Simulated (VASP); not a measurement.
All values below come from SCAN meta-GGA, VASP's PBE PAW potentials (set 64) (plane waves; VASP).

The input files of a VASP run:

**INCAR**
```
ISMEAR = 1   ! Methfessel-Paxton
LASPH = .TRUE.
ALGO = Normal   ! blocked Davidson
NSW = 30
SYSTEM = Tb
ISIF = 4   ! ions and shape, fixed volume
LCHARG = .FALSE.
METAGGA = SCAN
LREAL = .FALSE.   ! projection in real space or not
LWAVE = .FALSE.
SIGMA = 0.1   ! width (eV)
IBRION = 2   ! conjugate gradients
EDIFFG = -0.01
ENCUT = 520   ! plane-wave cut-off (eV)
PREC = Accurate
NELM = 100
LMIXTAU = .TRUE.
EDIFF = 1E-7   ! SCF stop (eV)
LMAXMIX = 6
```

### KPOINTS
```
Automatic mesh
0
Gamma
12 12 7
0 0 0
```

**POSCAR**
```
Tb
1.0
  1.7708156305  -3.0671421931   0.0000000000
  1.7708156305   3.0671421931   0.0000000000
  0.0000000000   0.0000000000   5.4054837927
Tb
2
Cart
  1.7708156305   1.0223827758   1.3513709482
  1.7708156305  -1.0223827758   4.0541128445
```

POTCAR, in this order: Tb_3 (PBE.64 set). Program: vasp_std.

Output of the run:

File OUTCAR:
```
 ion  position               nearest neighbor table
   1  0.333  0.667  0.250-   2 3.39   2 3.39   2 3.39   2 3.39   2 3.39   2 3.39
   2  0.667  0.333  0.750-   1 3.39   1 3.39   1 3.39   1 3.39   1 3.39   1 3.39
  LATTYP: Found a hexagonal cell.
 ALAT       =     3.5416308715
 C/A-ratio  =     1.5262696732
 Subroutine PRICEL returns:
 Original cell was already a primitive cell.
 Subroutine GETGRP returns: Found 24 space group operations
The static configuration has the point symmetry D_3d.
 The point group associated with its full space group is D_6h.
The dynamic configuration has the point symmetry D_3d.
 Subroutine INISYM returns: Found 24 space group operations
 Subroutine IBZKPT returns following result:
 Found     76 irreducible k-points:

 Following reciprocal coordinates:
            Coordinates               Weight
  0.000000  0.000000  0.000000      1.000000
  0.083333  0.000000  0.000000      6.000000
  0.166667  0.000000  0.000000      6.000000
  0.250000  0.000000  0.000000      6.000000
  0.333333  0.000000  0.000000      6.000000
  0.416667  0.000000  0.000000      6.000000
  0.500000  0.000000  0.000000      3.000000
  0.083333  0.083333  0.000000      6.000000
  0.166667  0.083333  0.000000     12.000000
  0.250000  0.083333  0.000000     12.000000
  0.333333  0.083333  0.000000     12.000000
  0.416667  0.083333  0.000000     12.000000
  0.166667  0.166667  0.000000      6.000000
  0.250000  0.166667  0.000000     12.000000
  0.333333  0.166667  0.000000     12.000000
  0.416667  0.166667  0.000000      6.000000
  0.250000  0.250000  0.000000      6.000000
  0.333333  0.250000  0.000000     12.000000
  0.333333  0.333333  0.000000      2.000000
  0.000000  0.000000  0.142857      2.000000
  0.083333  0.000000  0.142857     12.000000
  0.166667  0.000000  0.142857     12.000000
...
```

File OSZICAR:
```
       N       E                     dE             d eps       ncg     rms          rms(c)
DAV:   1    -0.414457206043E+02   -0.41446E+02   -0.92475E+03  1976   0.130E+03
DAV:   2    -0.941710221979E+02   -0.52725E+02   -0.51503E+02  2061   0.274E+02
DAV:   3    -0.964136474592E+02   -0.22426E+01   -0.21237E+01  2655   0.327E+01
DAV:   4    -0.964680641166E+02   -0.54417E-01   -0.53596E-01  2355   0.492E+00
DAV:   5    -0.964695913001E+02   -0.15272E-02   -0.15263E-02  2948   0.664E-01    0.286E+01
DAV:   6    -0.937865099556E+02    0.26831E+01   -0.81445E-01  2058   0.933E+00    0.153E+01
DAV:   7    -0.924566673437E+02    0.13298E+01   -0.55536E-01  2266   0.761E+00    0.124E+00
DAV:   8    -0.935028507039E+02   -0.10462E+01   -0.57162E-01  2126   0.721E+00    0.284E+00
DAV:   9    -0.935311233405E+02   -0.28273E-01   -0.17949E-01  2001   0.618E+00    0.118E+00
DAV:  10    -0.935341473197E+02   -0.30240E-02   -0.66025E-03  2361   0.101E+00    0.105E+00
DAV:  11    -0.935300800151E+02    0.40673E-02   -0.62241E-03  2041   0.110E+00    0.874E-01
DAV:  12    -0.935562008906E+02   -0.26121E-01   -0.13165E-02  1996   0.158E+00    0.249E-01
DAV:  13    -0.935365340902E+02    0.19667E-01   -0.63459E-02  1986   0.346E+00    0.263E-01
DAV:  14    -0.935375488824E+02   -0.10148E-02   -0.15463E-03  2256   0.488E-01    0.312E-01
DAV:  15    -0.935392366812E+02   -0.16878E-02   -0.15547E-03  2001   0.542E-01    0.178E-01
DAV:  16    -0.935391569408E+02    0.79740E-04   -0.29439E-03  1996   0.797E-01    0.116E-01
DAV:  17    -0.935391514049E+02    0.55358E-05   -0.88686E-04  2036   0.435E-01    0.116E-01
DAV:  18    -0.935392843303E+02   -0.13293E-03   -0.69931E-05  2131   0.110E-01    0.165E-01
DAV:  19    -0.935390464768E+02    0.23785E-03   -0.25289E-04  1996   0.229E-01    0.802E-02
DAV:  20    -0.935388867115E+02    0.15977E-03   -0.16659E-04  2006   0.179E-01    0.511E-02
DAV:  21    -0.935388874255E+02   -0.71397E-06   -0.26714E-06  2456   0.151E-02    0.516E-02
DAV:  22    -0.935388856018E+02    0.18236E-05   -0.20617E-05  2026   0.680E-02    0.520E-02
DAV:  23    -0.935388866203E+02   -0.10184E-05   -0.12989E-05  2026   0.499E-02    0.464E-02
DAV:  24    -0.935388749304E+02    0.11690E-04   -0.60763E-06  2031   0.334E-02    0.352E-02
DAV:  25    -0.935388839238E+02   -0.89934E-05   -0.76350E-06  2016   0.412E-02    0.299E-02
DAV:  26    -0.935388548080E+02    0.29116E-04   -0.10888E-05  2011   0.407E-02    0.229E-02
DAV:  27    -0.935388494684E+02    0.53396E-05   -0.10267E-05  2006   0.493E-02    0.216E-02
DAV:  28    -0.935388450392E+02    0.44292E-05   -0.41987E-06  2026   0.299E-02    0.161E-02
DAV:  29    -0.935388448883E+02    0.15094E-06   -0.24638E-06  2031   0.238E-02    0.975E-03
DAV:  30    -0.935388426390E+02    0.22492E-05   -0.85859E-07  2066   0.125E-02    0.588E-03
DAV:  31    -0.935388422670E+02    0.37206E-06   -0.51615E-07  2061   0.106E-02    0.475E-03
DAV:  32    -0.935388407618E+02    0.15052E-05   -0.77159E-07  2016   0.112E-02    0.119E-03
DAV:  33    -0.935388401903E+02    0.57153E-06   -0.48835E-08  1118   0.275E-03    0.136E-03
DAV:  34    -0.935388396464E+02    0.54383E-06   -0.47801E-08  1088   0.297E-03    0.653E-04
DAV:  35    -0.935388392536E+02    0.39279E-06   -0.53437E-09  1033   0.104E-03    0.466E-04
DAV:  36    -0.935388388313E+02    0.42234E-06   -0.48219E-09  1033   0.943E-04    0.158E-04
DAV:  37    -0.935388387380E+02    0.93237E-07   -0.17010E-09  1033   0.473E-04
   1 F= -.93538839E+02 E0= -.93539178E+02  d E =-.935388E+02
       N       E                     dE             d eps       ncg     rms          rms(c)
DAV:   1    -0.935487298412E+02   -0.98910E-02   -0.44307E-01  1996   0.505E+00    0.411E-01
DAV:   2    -0.935429241381E+02    0.58057E-02   -0.10460E-02  2291   0.951E-01    0.271E-01
DAV:   3    -0.935427389241E+02    0.18521E-03   -0.25862E-03  2131   0.610E-01    0.112E-01
DAV:   4    -0.935425821849E+02    0.15674E-03   -0.14306E-03  2301   0.451E-01    0.598E-02
DAV:   5    -0.935426057674E+02   -0.23583E-04   -0.82286E-04  1986   0.399E-01    0.444E-02
DAV:   6    -0.935425682386E+02    0.37529E-04   -0.27582E-04  2026   0.183E-01    0.938E-03
DAV:   7    -0.935425729821E+02   -0.47434E-05   -0.13654E-04  1986   0.130E-01    0.146E-02
DAV:   8    -0.935425684686E+02    0.45134E-05   -0.20028E-05  2056   0.540E-02    0.502E-03
DAV:   9    -0.935425700959E+02   -0.16273E-05   -0.61617E-06  2036   0.358E-02    0.190E-03
DAV:  10    -0.935425680867E+02    0.20092E-05   -0.37198E-06  2016   0.280E-02    0.118E-03
DAV:  11    -0.935425683894E+02   -0.30265E-06   -0.82919E-07  2081   0.133E-02    0.443E-04
DAV:  12    -0.935425689407E+02   -0.55133E-06   -0.68426E-08  1218   0.397E-03    0.222E-04
DAV:  13    -0.935425686453E+02    0.29542E-06   -0.43889E-08  1083   0.284E-03    0.113E-04
DAV:  14    -0.935425686229E+02    0.22381E-07   -0.92387E-09  1018   0.130E-03
   2 F= -.93542569E+02 E0= -.93542768E+02  d E =-.372988E-02
       N       E                     dE             d eps       ncg     rms          rms(c)
DAV:   1    -0.935460298845E+02   -0.34612E-02   -0.19070E-01  1986   0.331E+00    0.268E-01
DAV:   2    -0.935435241187E+02    0.25058E-02   -0.44884E-03  2306   0.625E-01    0.192E-01
DAV:   3    -0.935434456848E+02    0.78434E-04   -0.10231E-03  2121   0.382E-01    0.882E-02
DAV:   4    -0.935433650932E+02    0.80592E-04   -0.60929E-04  2301   0.289E-01    0.443E-02
DAV:   5    -0.935433769811E+02   -0.11888E-04   -0.31906E-04  1976   0.245E-01    0.332E-02
DAV:   6    -0.935433605880E+02    0.16393E-04   -0.11228E-04  2081   0.110E-01    0.607E-03
DAV:   7    -0.935433619958E+02   -0.14078E-05   -0.53056E-05  1981   0.794E-02    0.105E-02
DAV:   8    -0.935433622247E+02   -0.22886E-06   -0.67784E-06  2106   0.308E-02    0.442E-03
DAV:   9    -0.935433629700E+02   -0.74536E-06   -0.18659E-06  2026   0.193E-02    0.176E-03
DAV:  10    -0.935433621806E+02    0.78940E-06   -0.14186E-06  2031   0.170E-02    0.125E-03
DAV:  11    -0.935433623113E+02   -0.13064E-06   -0.53075E-07  2011   0.105E-02    0.402E-04
DAV:  12    -0.935433624678E+02   -0.15655E-06   -0.22222E-08  1138   0.230E-03    0.246E-04
DAV:  13    -0.935433622363E+02    0.23156E-06   -0.17995E-08  1028   0.184E-03    0.674E-05
DAV:  14    -0.935433622509E+02   -0.14629E-07   -0.48343E-09  1018   0.890E-04
   3 F= -.93543362E+02 E0= -.93543263E+02  d E =-.452351E-02
```

OUTCAR:
```
------------------------ aborting loop because EDIFF is reached ----------------------------------------
  FORCE on cell =-STRESS in cart. coord.  units (eV):
  Direction    XX          YY          ZZ          XY          YZ          ZX
  --------------------------------------------------------------------------------------
  Total        0.8675099      0.8675096      0.8947790      0.0000000      0.0000000      0.0000000
  in kB       23.6708144     23.6708071     24.4148770      0.0000000      0.0000000      0.0000000
  external PRESSURE =      23.9188328 kB  Pullay stress =       0.0000000 kB
  volume of cell :       58.72
      direct lattice vectors                 reciprocal lattice vectors
     1.757398206 -3.043902510  0.000000000     0.284511500 -0.164262817  0.000000000
     1.757398206  3.043902510 -0.000000000     0.284511500  0.164262817 -0.000000000
     0.000000000  0.000000000  5.488338754     0.000000000  0.000000000  0.182204497
 POSITION                                       TOTAL-FORCE (eV/Angst)
 -----------------------------------------------------------------------------------
      1.75740      1.01464      1.37208         0.000000      0.000000      0.000000
      1.75740     -1.01464      4.11625        -0.000000     -0.000000      0.000000
 -----------------------------------------------------------------------------------
    total drift:                               -0.000002      0.000104     -0.000012
  FREE ENERGIE OF THE ION-ELECTRON SYSTEM (eV)
  ---------------------------------------------------
  free  energy   TOTEN  =       -93.5433622509 eV

  energy  without entropy=      -93.5430633330  energy(sigma->0) =      -93.54326261

 reached required accuracy - stopping structural energy minimisation
```
(Selected blocks of OUTCAR.)

### CONTCAR
```
Tb
   1.00000000000000
     1.7573982058653026   -3.0439025095526038    0.0000000000000000
     1.7573982058653026    3.0439025095526038   -0.0000000000000000
     0.0000000000000000    0.0000000000000000    5.4883387540639328
  Tb
     2
Direct
     0.3333330000000032    0.6666669999999968    0.2500000000000000
     0.6666669999999968    0.3333330000000032    0.7500000000000000
```

The 4f electrons are frozen in the core of the lanthanide potential, so 4f levels, which can set the real gap, and their magnetism are missing.

The compound is Tb in the hcp structure. This cell is one point of a volume scan, at 0.94 of the reference volume. Symmetry was kept, so distortions that lower it aren't found.
